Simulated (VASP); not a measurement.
Method: PBE GGA, VASP's PBE PAW potentials (set 64) (plane waves; VASP 6.6.1).

VASP input:

**KPOINTS**
```
Regular mesh
0
gamma
7 7 2
```

**POSCAR**
```
MoTe2
1
    1.7707360000    -3.0670050000     0.0000000000
    1.7707360000     3.0670050000     0.0000000000
    0.0000000000     0.0000000000    14.0451560000
Te Mo
4 2
Direct
  0.3333330000   0.6666670000   0.8790000000
  0.6666670000   0.3333330000   0.3790000000
  0.6666670000   0.3333330000   0.1210000000
  0.3333330000   0.6666670000   0.6210000000
  0.3333330000   0.6666670000   0.2500000000
  0.6666670000   0.3333330000   0.7500000000
```

### INCAR
```
PREC  =  Accurate
SYSTEM  =  MoTe2
ALGO  =  Normal
EDIFF  =  1E-6
ENCUT  =  300
SIGMA  =  0.05
LCHARG  =  .FALSE.
LWAVE  =  .FALSE.
LMAXMIX  =  4   ! l cut-off of mixed one-centre charges
NELM  =  100   ! most electronic steps
GGA  =  PE   ! PBE
ISMEAR  =  -1   ! Fermi-Dirac
LASPH  =  .TRUE.   ! aspherical one-centre terms
LREAL  =  .FALSE.   ! projection in real space or not
ISIF  =  2
```

POTCAR, in this order: Te Mo_sv (PBE.64 set). Program: vasp_std.

At this cut-off the stress carries a Pulay error, which pulls relaxed volumes low.

**Question.** What does the run give for the energy per atom (σ→0), pressure?

**Answer.** 
The energy per atom (σ→0) is -6.003 eV/atom and the pressure comes out as 1.02 GPa.

### OSZICAR
```
...
DAV:  10    -0.360179680698E+02    0.56331E-02   -0.41071E-02  1236   0.103E+00    0.342E-01
DAV:  11    -0.360183197888E+02   -0.35172E-03   -0.20177E-03  1182   0.239E-01    0.197E-01
DAV:  12    -0.360182392426E+02    0.80546E-04   -0.21177E-04  1186   0.769E-02    0.131E-01
DAV:  13    -0.360182147872E+02    0.24455E-04   -0.13236E-04  1272   0.585E-02    0.545E-02
DAV:  14    -0.360182163776E+02   -0.15904E-05   -0.41640E-06  1061   0.908E-03    0.434E-02
DAV:  15    -0.360182150989E+02    0.12787E-05   -0.22710E-06   872   0.851E-03    0.163E-02
DAV:  16    -0.360182147957E+02    0.30314E-06   -0.15725E-06   832   0.506E-03
   1 F= -.36018215E+02 E0= -.36018204E+02  d E =-.224536E-04
```

The structure is a typed MoTe2 crystal. The cell was not relaxed at this level.
